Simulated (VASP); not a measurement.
A cell of NaCl (rock salt) near equilibrium:

```
CELL_PARAMETERS angstrom
      0.00000     2.83946     2.83946
      2.83946     0.00000     2.83946
      2.83946     2.83946     0.00000
ATOMIC_POSITIONS crystal
  Na 0.00000 0.00000 0.00000
  Cl 0.50000 0.50000 0.50000
```

Calculation: PBE GGA, VASP's PBE PAW potentials (set 64) (plane waves; VASP).

```tsv
run	ΔE (meV/atom)	σxx	σyy	σzz	largest shear component, with its sign (GPa)	gap (eV)
as it is	0.0	0.13	0.13	0.13	0.00	5.03
after one change	-0.1	-0.23	-0.23	-0.23	0.00	4.97
```
Stress is in GPa, positive when the cell is compressed; gaps are those on the k-mesh, and 0.00 means metallic.

Name the change that produced these shifts.
A. biaxial strain of -0.5 % in the xz plane
B. isotropic strain of +0.5 %
C. isotropic strain of -4.0 %

B, isotropic strain of +0.5 %

The compound is NaCl in the rock salt structure.
